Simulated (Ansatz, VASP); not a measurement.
# Cross-check of Te2As between VASP and Ansatz

Aim: how closely do two programs agree when they are given the same cell, functional and k mesh? The cell is generated by rule, not measured, and may not be a known phase. The cell is taken from a series of runs on this material, whose earlier steps may have relaxed, scaled, displaced or heated it; both programs get it as it stands.

Calculated with Ansatz 0.2.0; plane waves, with VASP 6.6.1 beside it; single point at LDA.

The structure was built from a prototype and need not be the compound's stable phase.

## 1. The structure

The structure is tetragonal, space group P4_2/nmc (No. 137). The conventional cell has a = 4.905 Å, b = 4.905 Å, c = 6.936 Å, α = 90.00°, β = 90.00°, γ = 90.00°. Nearest to As lie 4 Te at 2.70 Å. Nearest to Te lie 2 As at 2.70 Å. Farther neighbours and most contacts between anions are not listed.

Structure file:

```cif
data_structure
_symmetry_space_group_name_H-M 'P4_2/nmc:1'
_symmetry_Int_Tables_number 137
_cell_length_a 4.9048
_cell_length_b 4.9048
_cell_length_c 6.9365
_cell_angle_alpha 90.000
_cell_angle_beta 90.000
_cell_angle_gamma 90.000
_cell_volume 166.87
loop_
_atom_site_label
_atom_site_type_symbol
_atom_site_symmetry_multiplicity
_atom_site_Wyckoff_symbol
_atom_site_fract_x
_atom_site_fract_y
_atom_site_fract_z
_atom_site_occupancy
As1 As 2 a 0.50000 0.50000 0.50000 1
Te1 Te 4 d 0.00000 0.50000 0.16350 1
```

## 2. Ansatz: single point, LDA, pair 1

Ansatz runs on its default PAW (the set named soft_2) files.

A single point gives forces, pressure and levels at one fixed geometry, so differences don't come from the geometry; what else differs is listed under the comparison.

Input file input.yaml:

```yaml
crystal:
  lattice:
    - [0.0, -3.4682328996, -3.4682328996]
    - [0.0, 3.4682328996, -3.4682328996]
    - [6.9364657992, 0.0, 0.0]
  atoms:
    - { symbol: As, position: [0.5, 0.5, 0.5] }
    - { symbol: As, position: [0.0, 0.0, 0.0] }
    - { symbol: Te, position: [0.0, 0.5, 0.1635006187] }
    - { symbol: Te, position: [0.5, 0.0, 0.8364993813] }
    - { symbol: Te, position: [0.0, 0.5, 0.6635006187] }
    - { symbol: Te, position: [0.5, 0.0, 0.3364993813] }
kpoints:
  mp_grid: { grid: [6, 6, 4] }
hamiltonian:
  xc: lda
scf:
  occupations: { method: methfessel_paxton, width: 0.15 }
output:
  forces: true
  stress: true
  eigenvalues: true
```

Started as:

```
$ ansatz run input.yaml --threads 8 --pin off --max-ram 14336MiB --backend cpu --events-out ev --progress --plain --runs-dir out
```

Numbers of over 12 decimals in the logs are rounded to 6 here.

The program printed:

```text
Engine: ansatz 0.2.0, aarch64-unknown-linux-gnu
Pseudopotentials: kind: paw
Pseudopotential: As, paw, valence charge 15, recommended cutoff 420 eV (normal), As.paw.azcp
Pseudopotential: Te, paw, valence charge 16, recommended cutoff 420 eV (normal), Te.paw.azcp
Functional definition: SPW92
  exchange = slater_x
  correlation = pw_c
Crystal: 6 atoms, lattice volume = 166.872 Å³
Basis set: ecut = 420 eV, 3299 PW (Γ)
Bands: 57, of which v1, the nominal top of the filled ones, is band 47 counted from 1 (46 counted from 0)
Symmetry: 16 space group operations
Space group: P42/nmc (ITA 137), of the structure as read, at distance tolerance 5.5e-5 Å
k-points: 30 of 144
Non-local potential: As, projectors of the file, l = 0: 2, l = 1: 2, l = 2: 3, l = 3: 1
Non-local potential: Te, projectors of the file, l = 0: 2, l = 1: 2, l = 2: 2, l = 3: 2
PAW form: soft (Blöchl's): semilocal exchange-correlation on the pseudo side does not see the compensation charge
PAW frozen core: As, regenerated for the run's functional, and the local potential with it (the file was generated under x = pbe(κ = 0.804, μ = 0.219515), c = pbe(β = 0.066725))
PAW frozen core: Te, regenerated for the run's functional, and the local potential with it (the file was generated under x = pbe(κ = 0.804, μ = 0.219515), c = pbe(β = 0.066725))
PAW one-centre angular grid: As, 590 points (default); XC on 64 Gauss nodes
PAW one-centre angular grid: Te, 590 points (default); XC on 64 Gauss nodes
Initial density: superposition of atomic densities (neutral atoms: chi_scale 0, normalization atom), corrected by the library's trained network
Initial wavefunctions: pseudopotential atomic-orbital guess
Functional: x = slater, c = lda
SCF iter   1: F=—  HF=-36854.263939 eV  |F-HF|=—  |Δ(HF+E_count)|=         —  Δρ=4.93e-3  dr2=2.08e-2  ethr=1.77e-3  ⟨swp⟩=8.2  Hψ=7094  notcnv=0  defer=1
preconditioner: auto → LDOS  [metal: Δε(μ)=0.012 eV  Ē_g=9.043 eV  σ=0.150 eV  W_gap=0.07  n_scr=36 (ndim 8)  ℏωp=16.8 eV  f_vac=0.036  D(μ)=5.02/eV (n_scr^D=36)  β→1.0]
SCF iter   2: F=—  HF=-36854.253115 eV  |F-HF|=—  |Δ(HF+E_count)|=   1.08e-2  S|Δr|=    0.00e0  Δρ=8.17e-4  dr2=9.27e-4  ethr=2.21e-5  ⟨swp⟩=2.0  Hψ=3376  notcnv=0  defer=1
SCF iter   3: F=—  HF=-36854.252890 eV  |F-HF|=—  |Δ(HF+E_count)|=   2.25e-4  S|Δr|=    0.00e0  Δρ=4.00e-4  dr2=2.24e-4  ethr=9.86e-7  ⟨swp⟩=2.0  Hψ=3035  notcnv=0  defer=1
SCF iter   4: F=—  HF=-36854.252758 eV  |F-HF|=—  |Δ(HF+E_count)|=   1.33e-4  S|Δr|=    0.00e0  Δρ=1.03e-4  dr2=1.58e-5  ethr=2.38e-7  ⟨swp⟩=2.0  Hψ=3030  notcnv=0  defer=1
SCF iter   5: F=—  HF=-36854.252751 eV  |F-HF|=—  |Δ(HF+E_count)|=   6.54e-6  S|Δr|=    0.00e0  Δρ=2.09e-5  dr2=9.33e-7  ethr=1.69e-8  ⟨swp⟩=2.0  Hψ=3035  notcnv=0  defer=1
SCF iter   6: F=-36854.252751 eV  HF=-36854.252751 eV  |F-HF|=1.34e-8  |Δ(HF+E_count)|=   3.20e-7  S|Δr|=    0.00e0  Δρ=4.62e-6  dr2=3.19e-8  ethr=1.06e-10  ⟨swp⟩=10.7  Hψ=8074  notcnv=0
SCF 1 converged in 6 iterations: F = -36854.252751 eV  dr2 = 3.19e-8
  greatest PAW one-centre occupation: 0.999 electrons in one spin orbital (limit 2), on the As atom at site 1 (counted from 0), in its partial waves of l = 2
SCF converged after 6 iterations
Stability not checked: this state was not tested for a lower state beside it, because cold or Methfessel-Paxton smearing, or corrected tetrahedra, fill the levels in a way that the test cannot read (fill_not_monotonic; see scf.lower_state_search)
Free energy (F): -36854.252751 eV
Harris-Foulkes:  -36854.252751 eV  (|F-HF|=1.34e-8)
Internal energy: -36854.246890 eV  (E = F + TS)
E sigma→0 (E₀):  -36854.251286 eV
Entropy (-TS):   -0.005860 eV (-0.977 meV/atom)
Fermi energy:    9.657695 eV
--- Per-component energies (eV) ---
  E_band       = -1489.340157
  E_kinetic    = 935.908438
  E_local      = -8459.320747  (includes V_loc(G=0)·N_el)
  E_nonlocal   = -2550.452655
  E_hartree    = 5118.445552
  E_xc         = -655.192456
  E_vxc        = -580.678203  (∫ρ·V_xc dr)
  E_paw        = -21544.548271  (= ΣΔE_a)
  E_vpaw       = -1071.677134  (= ΣTr[D̂ρ^β])
  E_aug_tail   = -0.000729  (compensation charges beyond the density's cutoff)
  E_ewald      = -9705.951127
  E_core_change = 6.865105  (= ΣΔE_core)
  E_smearing   = -0.005860  (= −TS)
  E_closure    = 0.000000  (closes the sum)
  Σ components = -36854.252751   (vs F -36854.252751, Δ=0.00e0)
--- Forces (eV/Å), atoms counted from 1 ---
  atom   1  As    -0.00000000     0.00000000    -0.00000000
  atom   2  As     0.00000000     0.00000000    -0.00000000
  atom   3  Te     0.43016820     0.00000000     0.00000000
  atom   4  Te    -0.43016820    -0.00000000     0.00000000
  atom   5  Te     0.43016820     0.00000000    -0.00000000
  atom   6  Te    -0.43016820    -0.00000000    -0.00000000
  max |Σ_I F_I| component: 7.59e-19 eV/Å
--- Stress (GPa, compression-positive) ---
        0.378459      -0.000000       0.000000
       -0.000000       1.979371      -0.000000
        0.000000      -0.000000       1.979371
  P = ⅓ Tr σ = 1.4457 GPa (14.457 kbar)
--- Band table (eV; the first three rows and the last of 30) ---
  k-point 0: bands = [... 43 lower, 7.3116, 7.5932, 9.7685, 9.7685, 10.0784, 10.2881, 11.4208, 12.5464, ... 6 higher]
  k-point 1: bands = [... 43 lower, 7.6112, 7.6112, 9.5519, 9.8481, 9.8481, 9.9710, 10.3880, 11.7326, ... 6 higher]
  k-point 2: bands = [... 43 lower, 7.8727, 8.4942, 8.4942, 9.4782, 9.4782, 9.9059, 9.9059, 11.4116, ... 6 higher]
  k-point 29: bands = [... 43 lower, 8.2580, 8.3292, 8.3292, 11.2526, 11.2526, 11.7928, 11.7928, 11.7928, ... 6 higher]
```

Reading the cycles: dr2 is the Hartree energy of the density residual (eV), the measure of convergence; HF is the Harris–Foulkes estimate of the energy, which meets the free energy F at convergence.

The run ends at a pressure of 1.45 GPa, with forces up to 0.43 eV/Å.

## 3. VASP: single point, LDA, pair 1

The same cell, functional (in two slightly different forms), mesh and smearing now go to VASP, with its own data sets.

Lines of VASP's logs that name or quote its potential files are left out, and so is its time.

Input file INCAR:

```
SYSTEM = Te2As
PREC = Accurate
ENCUT = 500
EDIFF = 1E-06
NELM = 120
ISMEAR = 1
SIGMA = 0.15
LREAL = .FALSE.
ALGO = Normal
GGA = PW92
NBANDS = 23
LORBIT = 11
LWAVE = .FALSE.
LCHARG = .FALSE.
ISIF = 2
LASPH = .TRUE.
GGA_COMPAT = .FALSE.
KPAR = 2
```

Input file POSCAR:

```
Te2As
1.0
    0.0000000000     -3.4682328996     -3.4682328996
    0.0000000000      3.4682328996     -3.4682328996
    6.9364657992      0.0000000000      0.0000000000
As Te
2 4
Direct
    0.5000000000      0.5000000000      0.5000000000
    0.0000000000      0.0000000000      0.0000000000
    0.0000000000      0.5000000000      0.1635006187
    0.5000000000      0.0000000000      0.8364993813
    0.0000000000      0.5000000000      0.6635006187
    0.5000000000      0.0000000000      0.3364993813
```

Input file KPOINTS:

```
Automatic mesh
0
Gamma
6 6 4
0 0 0
```

The projector-augmented-wave data sets are As and Te (LDA family, release 64).

Started as:

```
$ mpirun -np 2 vasp_std
```

The program printed:

```text
[banner, memory and clock lines left out]
running    2 mpi-ranks, on    1 nodes
 distrk:  each k-point on    1 cores,    2 groups
 distr:  one band on    1 cores,    1 groups

 POSCAR found type information on POSCAR AsTe
 POSCAR found :  2 types and       6 ions
|                                                                             |
|               ----> ADVICE to this user running VASP <----                  |
|                                                                             |
|     You enforced a specific xc type in the INCAR file but a different       |
|     [... a line on the potential file left out ...]
|     I HOPE YOU KNOW WHAT YOU ARE DOING!                                     |
|                                                                             |

 LDA part: xc-table for (Slater(with rela. corr.)+PW92), standard interpolation
 POSCAR, INCAR and KPOINTS ok, starting setup
 FFT: planning ... GRIDC
 FFT: planning ... GRID_SOFT
 FFT: planning ... GRID
 WAVECAR not read
 entering main loop
       N       E                     dE             d eps       ncg     rms          rms(c)
DAV:   1     0.150262368435E+03    0.15026E+03   -0.12662E+04  1380   0.118E+03
DAV:   2    -0.117672132998E+02   -0.16203E+03   -0.15601E+03  1812   0.176E+02
DAV:   3    -0.238976230283E+02   -0.12130E+02   -0.11879E+02  1682   0.512E+01
DAV:   4    -0.241682269687E+02   -0.27060E+00   -0.26925E+00  1836   0.878E+00
DAV:   5    -0.241746589222E+02   -0.64320E-02   -0.64309E-02  1784   0.137E+00    0.142E+01
DAV:   6    -0.241278253692E+02    0.46834E-01   -0.18311E-02  1618   0.676E-01    0.867E+00
DAV:   7    -0.241059699476E+02    0.21855E-01   -0.30986E-02  1621   0.872E-01    0.227E-01
DAV:   8    -0.241057566427E+02    0.21330E-03   -0.15927E-03  1724   0.217E-01    0.141E-01
DAV:   9    -0.241057367075E+02    0.19935E-04   -0.12187E-04  1730   0.559E-02    0.505E-02
DAV:  10    -0.241057368772E+02   -0.16973E-06   -0.95894E-06  1735   0.154E-02
   1 F= -.24105737E+02 E0= -.24103752E+02  d E =-.595549E-02
```

OUTCAR, selected parts (step 3):

```text
ion  position               nearest neighbor table
   1  0.500  0.500  0.500-   5 2.70   6 2.70   6 2.70   5 2.70
   2  0.000  0.000  0.000-   3 2.70   4 2.70   3 2.70   4 2.70
   3  0.000  0.500  0.164-   2 2.70   2 2.70   5 3.47   5 3.47   6 3.67   6 3.67   6 3.67   6 3.67

  LATTYP: Found a simple tetragonal cell.
 ALAT       =     4.9048220041
 C/A-ratio  =     1.4142135624

 Subroutine GETGRP returns: Found 16 space group operations
 (whereof  8 operations were pure point group operations)

The static configuration has the point symmetry D_2d.
 The point group associated with its full space group is D_4h.

 Found     30 irreducible k-points:

   k-points           NKPTS =     30   k-points in BZ     NKDIM =     30   number of bands    NBANDS=     23

   dimension x,y,z NGX =    36 NGY =   36 NGZ =   54
   dimension x,y,z NGXF=    72 NGYF=   72 NGZF=  108

   ENCUT  =  500.0 eV  36.75 Ry    6.06 a.u.   8.94  8.94 12.65*2*pi/ulx,y,z

   NELECT =      34.0000    total number of electrons

 k-points in reciprocal lattice and weights: Automatic mesh
   0.00000000  0.00000000  0.00000000       0.007
   0.16666667  0.00000000  0.00000000       0.028
   0.33333333  0.00000000  0.00000000       0.028
   0.50000000  0.00000000  0.00000000       0.014
   0.16666667  0.16666667  0.00000000       0.028
   0.33333333  0.16666667  0.00000000       0.056
   0.50000000  0.16666667  0.00000000       0.028
   0.33333333  0.33333333  0.00000000       0.028
   0.50000000  0.33333333  0.00000000       0.028
[...]
0.50000000  0.33333333  0.50000000       0.028
   0.50000000  0.50000000  0.50000000       0.007

 average (electrostatic) potential at core
       1 -52.5348       2 -52.5348       3 -89.1672       4 -89.1672       5 -89.1672
       6 -89.1672

 E-fermi :   6.2152

 k-point     1 :       0.0000    0.0000    0.0000
  band No.  band energies     occupation
    ...
     11       2.3111      2.00000
     12       3.0852      2.00000
     13       3.8607      2.00000
     14       3.8607      2.00000
     15       4.1415      2.00000
     16       6.3211      0.07600
     17       6.3211      0.07600
     18       6.6285     -0.00069
     19       6.8549     -0.00000
     20       7.9802     -0.00000
    ...

 k-point     2 :       0.1667    0.0000    0.0000
  band No.  band energies     occupation
    ...
     13       3.7750      2.00000
     14       3.9730      2.00000
     15       5.1238      2.00000
     16       5.8385      2.00220
     17       5.9275      2.02065
     18       6.2661      0.46049
     19       6.9305     -0.00000
     20       7.8508     -0.00000
     21       8.7014     -0.00000
     22       8.7519     -0.00000
    ...

 k-point     3 :       0.3333    0.0000    0.0000
  band No.  band energies     occupation
    ...
     14       4.6394      2.00000
     15       5.1281      2.00000
     16       5.2625      2.00000
     17       6.0220      2.06978
     18       6.0991      1.96634
     19       7.5246     -0.00000
     20       7.8239     -0.00000
     21       8.1736     -0.00000
     22       8.2216     -0.00000
     23       8.5327     -0.00000

  Total        0.4913686      2.2136615      2.2136615      0.0000000      0.0000000     -0.0000000
  in kB        4.7177317     21.2538221     21.2538221      0.0000000      0.0000000     -0.0000000
  external PRESSURE =      15.7417920 kB  Pullay stress =       0.0000000 kB

  energy-cutoff  :      500.00
  volume of cell :      166.87
      direct lattice vectors                 reciprocal lattice vectors
     0.000000000 -3.468232900 -3.468232900     0.000000000 -0.144165635 -0.144165635
     0.000000000  3.468232900 -3.468232900     0.000000000  0.144165635 -0.144165635
     6.936465799  0.000000000  0.000000000     0.144165635  0.000000000  0.000000000

 POSITION                                       TOTAL-FORCE (eV/Angst)
 -----------------------------------------------------------------------------------
      3.46823      0.00000     -3.46823         0.000000     -0.000000     -0.000000
      0.00000      0.00000      0.00000         0.000000      0.000000      0.000000
      1.13412      1.73412     -1.73412         0.436533      0.000000      0.000000
      5.80235     -1.73412     -1.73412        -0.436533     -0.000000      0.000000
      4.60235      1.73412     -1.73412         0.436533      0.000000     -0.000000
      2.33412     -1.73412     -1.73412        -0.436533     -0.000000     -0.000000
 -----------------------------------------------------------------------------------
    total drift:                                0.000000      0.000000      0.000000

  FREE ENERGIE OF THE ION-ELECTRON SYSTEM (eV)
  ---------------------------------------------------
  free  energy   TOTEN  =       -24.1057368772 eV

  energy  without entropy=      -24.0997813848  energy(sigma->0) =      -24.10375171

 total charge
# of ion       s       p       d       tot
------------------------------------------
    1        1.347   1.273   0.064   2.685
    2        1.347   1.273   0.064   2.685
    3        1.431   1.854   0.049   3.334
    4        1.431   1.854   0.049   3.334
    5        1.431   1.854   0.049   3.334
    6        1.431   1.854   0.049   3.334
--------------------------------------------------
tot          8.419   9.962   0.325  18.706

[... 3 further parts left out ...]
```

The k-mesh is coarse for a metal.

The run ends at a pressure of 1.57 GPa, with forces up to 0.44 eV/Å.

## 4. Comparison

Known differences besides the potentials themselves: the data sets hold 94 valence electrons in Ansatz (on its default PAW (the set named soft_2) files) and 34 in VASP; the cutoff is 420 eV in Ansatz and 500 eV in VASP; VASP's log shows a relativistic correction to its local exchange, Ansatz's none. Total energies have different zeros and are not compared.

Both answers:

| quantity | Ansatz | VASP | difference |
| --- | --- | --- | --- |
| pressure (GPa) | 1.45 | 1.57 | -0.13 |

Forces (eV/Å; atoms numbered as in POSCAR):

| atom | Ansatz x, y, z | VASP x, y, z |
| --- | --- | --- |
| As1 | 0.000, 0.000, 0.000 | 0.000, 0.000, 0.000 |
| As2 | 0.000, 0.000, 0.000 | 0.000, 0.000, 0.000 |
| Te3 | 0.430, 0.000, 0.000 | 0.437, 0.000, 0.000 |
| Te4 | -0.430, 0.000, 0.000 | -0.437, 0.000, 0.000 |
| Te5 | 0.430, 0.000, 0.000 | 0.437, 0.000, 0.000 |
| Te6 | -0.430, 0.000, 0.000 | -0.437, 0.000, 0.000 |

The forces differ by 3.0 meV/Å r.m.s., which is 1.5 % of the r.m.s. force of 0.206 eV/Å (both taken over all components).

## 5. VASP: single point, LDA, pair 2

With cell and atoms fixed, the geometry can't cause a difference; cores, projectors, grids and the points listed under the comparison can.

INCAR is that of step 3.

Input file POSCAR:

```
Te2As
1.0
    0.0000000000     -3.4682328996     -3.4682328996
    0.0000000000      3.4682328996     -3.4682328996
    6.9364657992      0.0000000000      0.0000000000
As Te
2 4
Direct
    0.5317164398      0.5317164398      0.5000000000
    0.9682835602      0.9682835602      0.0000000000
    0.0054028259      0.4945971741      0.2500000000
    0.4945971741      0.0054028259      0.7500000000
    0.0054028259      0.4945971741      0.7500000000
    0.4945971741      0.0054028259      0.2500000000
```

KPOINTS is that of step 3.

Started as:

```
$ mpirun -np 2 vasp_std
```

The program printed:

```text
[banner, memory and clock lines left out]
running    2 mpi-ranks, on    1 nodes
[...]
[... a notice as in an earlier step ...]

 LDA part: xc-table for (Slater(with rela. corr.)+PW92), standard interpolation
 POSCAR, INCAR and KPOINTS ok, starting setup
[...]
entering main loop
       N       E                     dE             d eps       ncg     rms          rms(c)
DAV:   1     0.151142383881E+03    0.15114E+03   -0.12586E+04  1794   0.118E+03
DAV:   2    -0.112568660942E+02   -0.16240E+03   -0.15650E+03  2420   0.176E+02
DAV:   3    -0.237349149791E+02   -0.12478E+02   -0.12054E+02  2216   0.513E+01
DAV:   4    -0.240839716253E+02   -0.34906E+00   -0.34669E+00  2304   0.929E+00
[...]
DAV:   9    -0.240442100078E+02   -0.65088E-05   -0.61132E-05  2274   0.412E-02    0.948E-02
DAV:  10    -0.240442074697E+02    0.25381E-05   -0.95010E-06  2167   0.163E-02    0.227E-02
DAV:  11    -0.240442075545E+02   -0.84790E-07   -0.78922E-07  1464   0.479E-03
   1 F= -.24044208E+02 E0= -.24042954E+02  d E =-.376065E-02
```

OUTCAR, selected parts (step 5):

```text
  Total       -0.4548444      1.3073608      0.2099480      0.0000000      0.0000000      0.0000000
  in kB       -4.3670556     12.5522418      2.0157538      0.0000000      0.0000000      0.0000000
  external PRESSURE =       3.4003133 kB  Pullay stress =       0.0000000 kB

 POSITION                                       TOTAL-FORCE (eV/Angst)
 -----------------------------------------------------------------------------------
      3.46823      0.00000     -3.68823         0.000000      0.000000     -0.156650
      0.00000      0.00000     -6.71647         0.000000      0.000000      0.156650
      1.73412      1.69664     -1.73412         0.000000     -0.061948      0.000000
      5.20235     -1.69664     -1.73412         0.000000      0.061948      0.000000
      5.20235      1.69664     -1.73412         0.000000     -0.061948      0.000000
      1.73412     -1.69664     -1.73412         0.000000      0.061948      0.000000
 -----------------------------------------------------------------------------------
    total drift:                               -0.000000      0.000000     -0.000000

  FREE ENERGIE OF THE ION-ELECTRON SYSTEM (eV)
  ---------------------------------------------------
  free  energy   TOTEN  =       -24.0442075545 eV

  energy  without entropy=      -24.0404469067  energy(sigma->0) =      -24.04295401

[... 1 part as in an earlier step ...]

[... 2 further parts left out ...]
[key lines of the parts left out:]
E-fermi :   6.6048
```

The run ends at a pressure of 0.34 GPa, with forces up to 0.16 eV/Å.

(Continued in part 2 of 2.)

[Lines on the potential files, build, host, timing and source positions are cut from VASP's logs without a mark.]

[Logs are printed without paths, hosts, clocks, repeated set-up lines and the standing remarks that a program may print on its own settings, such as how far it seeks lower states.]

[Hosts, paths, dates, database ids (printed as entryN), source tags and the programs' standing remarks are cut or masked in the printed files.]
